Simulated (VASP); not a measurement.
Here is the system:

```yaml
crystal:
  lattice:
    - [4.18965, 0.00000, 0.00000]
    - [-2.09483, 3.62835, 0.00000]
    - [0.00000, 0.00000, 24.57599]
  atoms:
    - { symbol: Bi, position: [0.33333, 0.66667, 0.42072] }
    - { symbol: Bi, position: [0.00000, 0.00000, 0.57928] }
    - { symbol: Se, position: [0.00000, 0.00000, 0.35723] }
    - { symbol: Se, position: [0.66667, 0.33333, 0.50000] }
    - { symbol: Se, position: [0.33333, 0.66667, 0.64277] }
```

Level of theory: HSE06 screened hybrid (exact exchange on a k-mesh reduced by 3x3x1), VASP's PBE PAW potentials (set 64) (plane waves; VASP). Run with PREC = Normal, EDIFF = 1E-5, 400 eV cut-off, 12×12×1 Γ-centred mesh, Gaussian smearing of 0.050 eV, potentials Bi_d Se.

Exact exchange is summed on a reduced mesh (NKRED).

Task: What does the run give for the energy per atom (σ→0), largest force?

Result: 
- energy per atom (σ→0) = -4.894 eV/atom
- largest force = 0.332 eV/Å

Total energies compare only between runs with the same potentials, cut-off and functional.

The cell is a sheet with vacuum, built from Bi2Se3 (tetradymite). The cell's shape comes from a PBE relaxation.
